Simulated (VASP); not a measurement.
Input:

```
CELL_PARAMETERS angstrom
      1.65042    -2.85861     0.00000
      1.65042     2.85861     0.00000
      0.00000     0.00000    13.00698
ATOMIC_POSITIONS crystal
  Mo 0.33333 0.66667 0.25000
  Mo 0.66667 0.33333 0.75000
  Se 0.33333 0.66667 0.87902
  Se 0.66667 0.33333 0.37902
  Se 0.66667 0.33333 0.12098
  Se 0.33333 0.66667 0.62098
```

All values below come from optB86b-vdW, VASP's PBE PAW potentials (set 64) (plane waves; VASP 6.6.1). Settings: 520 eV cut-off, Gaussian smearing of 0.050 eV, potentials Mo_sv Se.

Task: What does the run give for the band gap (along the path) with the smallest direct gap where there is one?

Result: 
```yaml
band gap (along the path): 0.81 eV
smallest direct gap (along the path): 1.42 eV
```

Only differences to runs with the same potentials and settings are physical.

The compound is MoSe2 in the 2H layered structure. It was relaxed first.
